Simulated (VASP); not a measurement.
Given:

```xyz
8
Lattice="7.2402 0.0000 0.0000 4.8268 5.3965 0.0000 0.0000 0.0000 25.1595" Properties=species:S:1:pos:R:3 pbc="T T T"
Sr     5.3975     2.4138     7.9424
Sr     9.0382     4.0420     9.3270
Sr     0.6084     0.2721    10.5696
Sr     4.2465     1.8991    11.8883
Sr     7.8205     3.4974    13.2712
Sr    11.4586     5.1245    14.5900
Sr     3.0288     1.3545    15.8325
Sr     6.6695     2.9827    17.2171
```

Computed with PBEsol GGA, VASP's PBE PAW potentials (set 64) (plane waves; VASP). Run with PREC = Normal, 400 eV cut-off, 5×5×1 Γ-centred mesh, first-order Methfessel-Paxton smearing of 0.10 eV, potentials Sr_sv.

Problem. Predict the energy per atom (σ→0), band gap (on the k-mesh) with the smallest direct gap where there is one.

Solution. 
The band gap (on the k-mesh) comes out as none (metal, semimetal or under 0.01 eV) and the energy per atom (σ→0) comes out as -149.8 kJ/mol of atoms.

The cell is a thin slab with vacuum, built from Sr (fcc): (210) face.
